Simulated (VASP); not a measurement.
The system is Ta.

```
CELL_PARAMETERS angstrom
-1.65128 1.65128 1.65128
1.65128 -1.65128 1.65128
1.65128 1.65128 -1.65128
ATOMIC_POSITIONS crystal
Ta 0.00000 0.00000 0.00000
```

```yaml
Program: VASP 6.6.1
Task: relaxation of cell and atoms
Functional: PBE
Potentials_or_basis: VASP PAW PBE potentials, release 64 (Ta_pv)
Cutoff: 520 eV
k_mesh: 18 × 18 × 18
Occupations: methfessel-paxton, width 0.2 eV
Spin: no spin polarisation
```

At the start: pressure 3.0 GPa; volume 18.01 Å³/atom.

Task: Where does the relaxation end?

Result: Over 15 steps the energy falls by 2.5 meV/atom and the volume is 18.28 Å³/atom (+1.5 %); space group Im-3m (No. 229, to 0.05 Å).

The path:
| step | energy change (eV) | largest force (eV/Å) | pressure (GPa) | volume (Å³) |
| --- | --- | --- | --- | --- |
| 1 | 0.0000 | 0.0000 | 2.98 | 18.01 |
| 2 | 0.0097 | 0.0000 | -6.10 | 18.90 |
| 3 | -0.0025 | 0.0000 | -0.03 | 18.28 |
| 4 | -0.0025 | 0.0000 | 0.03 | 18.28 |
| 5 | -0.0025 | 0.0000 | 0.03 | 18.28 |
| 6 | -0.0025 | 0.0000 | 0.04 | 18.28 |
| 7 | -0.0025 | 0.0000 | 0.03 | 18.28 |
| 8 | -0.0025 | 0.0000 | 0.03 | 18.28 |
| 9 | -0.0025 | 0.0000 | 0.03 | 18.28 |
| 10 | -0.0025 | 0.0000 | 0.03 | 18.28 |
| 11 | -0.0025 | 0.0000 | 0.03 | 18.28 |
| 12 | -0.0025 | 0.0000 | 0.03 | 18.28 |
| 13 | -0.0025 | 0.0000 | 0.03 | 18.28 |
| 14 | -0.0025 | 0.0000 | 0.03 | 18.28 |
| 15 | -0.0025 | 0.0000 | 0.01 | 18.28 |

Final structure:
```
Ta
1.0
    -1.65944    1.65944    1.65944
     1.65944   -1.65944    1.65944
     1.65944    1.65944   -1.65944
Ta
1
Direct
  0.00000 0.00000 0.00000
```
